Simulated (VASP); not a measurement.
# BiO6 (Pm-3m) in VASP: notebook, part 2 of 2

VASP 6.6.1. Earlier steps stand in the parts before.

## 3. Relaxation of cell and atoms, PBE (species swapped into the DyB6 type (Pm-3m, No. 221))

INCAR

```
PREC = Accurate
ENCUT = 600
EDIFF = 1E-7
ISMEAR = 0
SIGMA = 0.1
LREAL = False
LASPH = True
NELM = 100
ALGO = Fast
ISIF = 3
LWAVE = False
LCHARG = False
GGA = PE
IBRION = 2
NSW = 100
EDIFFG = -0.01
```

KPOINTS

```
regular mesh
0
Gamma
  8 8 8
```

POSCAR

```
BiO6
1.0
    4.9001402598      0.0000000000      0.0000000000
    0.0000000000      4.9001402598      0.0000000000
    0.0000000000      0.0000000000      4.9001402598
Bi O
1 6
Direct
    0.0000000000      0.0000000000      0.0000000000
    0.1276204740      0.5000000000      0.5000000000
    0.5000000000      0.8723795260      0.5000000000
    0.5000000000      0.1276204740      0.5000000000
    0.8723795260      0.5000000000      0.5000000000
    0.5000000000      0.5000000000      0.1276204740
    0.5000000000      0.5000000000      0.8723795260
```

Potentials or basis: VASP PAW PBE potentials, release 64 (Bi_d, O).

Started as:

```console
> cat potpaw_PBE.64/Bi_d/POTCAR potpaw_PBE.64/O/POTCAR > POTCAR
> mpirun -np 1 vasp_std > vasp.out
```

OUTCAR:

```text
PREC = Accurate
   ENCUT = 600
   EDIFF = 1E-7
   ISMEAR = 0
   LREAL = False
   LASPH = True
   NELM = 100
   ISIF = 3
   GGA = PE
   IBRION = 2
   NSW = 100
   EDIFFG = -0.01

 ion  position               nearest neighbor table
   1  0.000  0.000  0.000-
   2  0.128  0.500  0.500-   5 1.25
   3  0.500  0.872  0.500-   4 1.25
   4  0.500  0.128  0.500-   3 1.25
   5  0.872  0.500  0.500-   2 1.25
   6  0.500  0.500  0.128-   7 1.25
   7  0.500  0.500  0.872-   6 1.25

  LATTYP: Found a simple cubic cell.
 ALAT       =     4.9001402598

  Lattice vectors:

 A1 = (   4.9001402598,   0.0000000000,   0.0000000000)
 A2 = (   0.0000000000,   4.9001402598,   0.0000000000)
 A3 = (   0.0000000000,   0.0000000000,   4.9001402598)

Analysis of symmetry for initial positions (statically):
=====================================================================
[... 400 lines left out ...]
  free energy    TOTEN  =       -29.14864083 eV

  energy without entropy =      -29.08784495  energy(sigma->0) =      -29.11824289

 E-fermi :   1.9566     XC(G=0):  -8.9315

 val. band max:        1.9522967940   @ k =   0.3750   0.2500   0.0000
 cond. band min:       1.9573403289   @ k =   0.5000   0.2500   0.1250
 fundamental gap:      0.0050435349
 Fermi energy:         1.9565945360

 k-point     1 :       0.0000    0.0000    0.0000
  band No.  band energies     occupation
      1     -23.5840      2.00000
      2     -23.3025      2.00000
      3     -23.3025      2.00000
      4     -21.6212      2.00000
      5     -21.6212      2.00000
      6     -21.6141      2.00000
[... 781 lines left out ...]
     29       2.2742      0.00001
     30       2.3132      0.00000

 [... further k-points ...]

------------------------ aborting loop because EDIFF is reached ----------------------------------------

  FORCE on cell =-STRESS in cart. coord.  units (eV):
  Direction    XX          YY          ZZ          XY          YZ          ZX
  --------------------------------------------------------------------------------------
  -------------------------------------------------------------------------------------
  Total       -0.0010945     -0.0010945     -0.0010945      0.0000000      0.0000000      0.0000000
  in kB       -0.0151384     -0.0151384     -0.0151384      0.0000000      0.0000000      0.0000000
  external PRESSURE =      -0.0151384 kB  Pullay stress =       0.0000000 kB
[... 22 lines left out ...]
  FREE ENERGIE OF THE ION-ELECTRON SYSTEM (eV)
  ---------------------------------------------------
  free  energy   TOTEN  =       -29.1486408253 eV

  energy  without entropy=      -29.0878449494  energy(sigma->0) =      -29.11824289

 reached required accuracy - stopping structural energy minimisation
```

It took 14 min on 1 thread of Intel Xeon Platinum 8259CL at 2.50GHz (Skylake/Cascade Lake), shared host; peak memory 0.33 GiB.

What came out:

```yaml
Free_energy: -29.1486 eV
Relaxed_volume: 16.55 Å³/atom
Relaxed_cell: a = 4.875 Å, b = 4.875 Å, c = 4.875 Å, α = 90.00°, β = 90.00°, γ = 90.00°
Space_group_after_relaxing_to_0.05_Å: Pm-3m (No. 221)
Energy_gained_by_relaxing: 3.1 meV/atom
Ionic_steps: 10
Pressure_after_relaxing: 0.0 GPa
Band_gap_on_the_k_mesh: none (metal or under the smearing width)
```

Step by step:
```tsv
step	energy change (eV)	largest force (eV/Å)	pressure (GPa)	volume (Å³)
1	0.0000	0.8393	1.17	117.66
2	0.3243	2.7995	-6.03	119.76
3	-0.0188	0.0070	-0.40	118.03
4	-0.0188	0.0166	-0.36	118.02
5	-0.0188	0.0317	-0.34	118.01
6	-0.0199	0.0286	-0.25	117.49
7	-0.0215	0.0208	0.02	115.95
8	-0.0215	0.0201	0.04	115.83
9	-0.0210	0.1280	-0.24	115.87
10	-0.0215	0.0001	0.00	115.83
```

Final structure:
```xyz
7
Lattice="4.8746 0.0000 0.0000 0.0000 4.8746 0.0000 0.0000 0.0000 4.8746" Properties=species:S:1:pos:R:3 pbc="T T T"
Bi    4.8746    0.0000    0.0000
O     0.6335    2.4373    2.4373
O     2.4373    4.2412    2.4373
O     2.4373    0.6335    2.4373
O     4.2412    2.4373    2.4373
O     2.4373    2.4373    0.6335
O     2.4373    2.4373    4.2412
```

Caveat: the standard files for N, O and F lose accuracy on very short bonds; spin-orbit coupling is left out, which moves the levels of the heavy elements; an odd number of electrons without spin polarisation forces a metal; a magnetic or distorted state may lie lower.

## 4. Single point, PBE (species swapped into the DyB6 type (Pm-3m, No. 221))

INCAR

```
SYSTEM = BiO6
  ALGO = Normal
  EDIFF = 1E-7
  ENCUT = 520
  GGA = PE
  ISIF = 2
  ISMEAR = 0
  LASPH = .TRUE.
  LCHARG = .TRUE.
  LELF = .TRUE.
  LREAL = .FALSE.
  LVHAR = .TRUE.
  LWAVE = .FALSE.
  NBANDS = 34
  NELM = 60
  PREC = Accurate
  SIGMA = 0.1
```

KPOINTS

```
k-points
0
G
  4 4 4
  0 0 0
```

POSCAR

```
BiO6
1.0
    4.3218968600      0.0000000000      0.0000000000
    0.0000000000      4.3218968600      0.0000000000
    0.0000000000      0.0000000000      4.3218968600
Bi O
1 6
Direct
    0.0000000000      0.0000000000      0.0000000000
    0.1987293400      0.5000000000      0.5000000000
    0.5000000000      0.8012706600      0.5000000000
    0.5000000000      0.1987293400      0.5000000000
    0.8012706600      0.5000000000      0.5000000000
    0.5000000000      0.5000000000      0.1987293400
    0.5000000000      0.5000000000      0.8012706600
```

Started as:

```console
> cat potpaw_PBE.64/Bi_d/POTCAR potpaw_PBE.64/O/POTCAR > POTCAR
> mpirun -np 1 vasp_std > vasp.out
```

Wall time 21 s (1 thread of Intel Xeon Platinum 8259CL at 2.50GHz (Skylake/Cascade Lake), shared host); peak memory 0.18 GiB.

It converged, with:

| Property | Result |
| --- | --- |
| Free energy | -20.0666 eV |
| Pressure | 29.9 GPa |
| Largest force | 6.302 eV/Å |
| Band gap on the k mesh | none (metal or under the smearing width) |

Forces in eV/Å, atoms in the order of the input:
```
Bi   0.000  0.000  0.000
O   -6.302  0.000  0.000
O    0.000  6.302  0.000
O    0.000 -6.302  0.000
O    6.302  0.000  0.000
O    0.000  0.000 -6.302
O    0.000  0.000  6.302
```

Levels at points of the mesh, in eV from the Fermi level:
```csv
k point,band 22,band 23,band 24,band 25,band 26,band 27,band 28,band 29
"(0.00, 0.00, 0.00)",-3.57,-2.21,-2.21,0.32,0.32,0.32,1.50,1.50
"(0.50, 0.00, 0.00)",-2.00,-2.00,-1.96,-0.96,0.17,0.17,1.25,1.25
"(0.50, 0.50, 0.00)",-1.21,-1.21,-1.20,-1.06,0.33,0.33,0.50,0.81
"(0.50, 0.50, 0.50)",-1.25,-1.06,-1.06,-1.06,-0.53,-0.53,-0.53,0.27
```

Caveat: the k mesh is coarse (spacing up to 0.36 Å⁻¹), so the values aren't converged; a pressure of tens of GPa on the cell as given is suspect, and the run, the potentials or the cell itself is likely at fault; spin-orbit coupling is left out, which moves the levels of the heavy elements; an odd number of electrons without spin polarisation forces a metal; a magnetic or distorted state may lie lower.

## 5. Summary

```csv
task,cell,k mesh,cutoff (eV),mesh quality,gap on the mesh (eV),pressure (GPa),largest force (eV/Å)
single point,"species swapped into the DyB6 type (Pm-3m, No. 221)",8 × 8 × 8,520,not flagged,none,1.2,0.87
relaxation of cell and atoms,"relaxed from: species swapped into the DyB6 type (Pm-3m, No. 221)",8 × 8 × 8,600,not flagged,none,0.0,-
single point,"species swapped into the DyB6 type (Pm-3m, No. 221)",4 × 4 × 4,520,coarse,none,29.9,6.30
```

Alike in all rows: level PBE; potentials or basis VASP PAW PBE potentials, release 64 (Bi_d, O); no spin polarisation; smearing gaussian 0.1 eV.

Caveats: some runs use coarse meshes; spin-orbit coupling is left out, which moves the levels of the heavy elements; an odd number of electrons without spin polarisation forces a metal; a magnetic or distorted state may lie lower; the standard files for N, O and F lose accuracy on very short bonds (some runs); a pressure of tens of GPa on the cell as given is suspect, and the run, the potentials or the cell itself is likely at fault (some runs).

Absolute energies hang on the potentials; compare differences alone.
